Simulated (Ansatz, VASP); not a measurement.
## One calculation of TePt2Se, two programs

File INCAR:

```
PREC = Accurate ; ENCUT = 600
EDIFF = 1E-7 ; ISMEAR = -1
SIGMA = 0.15 ; LREAL = False
LASPH = True ; NELM = 100
ALGO = Normal ; ISIF = 3
LWAVE = False ; LCHARG = False
GGA = PE ; IBRION = 2
NSW = 80 ; EDIFFG = -0.001
```

KPOINTS

```
regular mesh
0
Gamma
  12 12 8
```

Contents of POSCAR:

```
TePt2Se
1.0
    4.1460658094      0.0000000000      0.0000000000
   -2.0730329047      3.5905983167      0.0000000000
    0.0000000000      0.0000000000      5.5808792149
Te Pt Se
1 2 1
Direct
    0.3333333333      0.6666666667      0.5000000000
    0.6666666667      0.3333333333      0.7534651320
    0.6666666667      0.3333333333      0.2465348680
    0.0000000000      0.0000000000      0.0000000000
```

Input for Ansatz:

```yaml
crystal:
  lattice:
    - [4.1460658093, 0.0, 0.0]
    - [-2.0730329047, 3.5905983166, 0.0]
    - [0.0, 0.0, 5.5808792125]
  atoms:
    - { symbol: Te, position: [0.3333333333, 0.6666666667, 0.5] }
    - { symbol: Pt, position: [0.6666666667, 0.3333333333, 0.7534651324] }
    - { symbol: Pt, position: [0.6666666667, 0.3333333333, 0.2465348676] }
    - { symbol: Se, position: [0.0, 0.0, 0.0] }
basis:
  ecutwfc: 420
kpoints:
  mp_grid: { grid: [12, 12, 8] }
hamiltonian:
  xc: pbe
scf:
  occupations: { method: fermi_dirac, width: 0.15 }
output:
  forces: true
  stress: true
  eigenvalues: true
relax:
  adjacent_minimum: "off"
  f_tol: 0.001
  max_steps: 60
  cell: { stress_tol: 0.01 }
```

Alike in both runs: task relaxation of cell and atoms; functional PBE; k mesh 12 × 12 × 8; occupations fermi-dirac, width 0.15 eV; no spin polarisation.

```csv
,VASP,Ansatz
version,VASP 6.6.1,Ansatz 0.2.0
potentials or method,"VASP PAW PBE potentials, release 64 (Te, Pt, Se)","scalar-relativistic, plane waves, PAW"
plane-wave cutoff (eV),600,420
valence electrons in the cell,32,68
```

|  | VASP | Ansatz | Ansatz less VASP |
| --- | --- | --- | --- |
| gap on the k mesh at the Fermi level, each at its own relaxed structure (eV) | none | none | - |
| relaxed volume (Å³/atom) | 20.76 | 20.79 | +0.029 |
| relaxed cell length with the largest relative difference (Å) | 4.144 | 4.146 | +0.0022 |

A gap of «none» marks a metal or a gap that the smearing closes. The two sets of potentials don't hold the same shells in valence.

The runs have no spin-orbit coupling, so splittings on Pt, Te are missing.
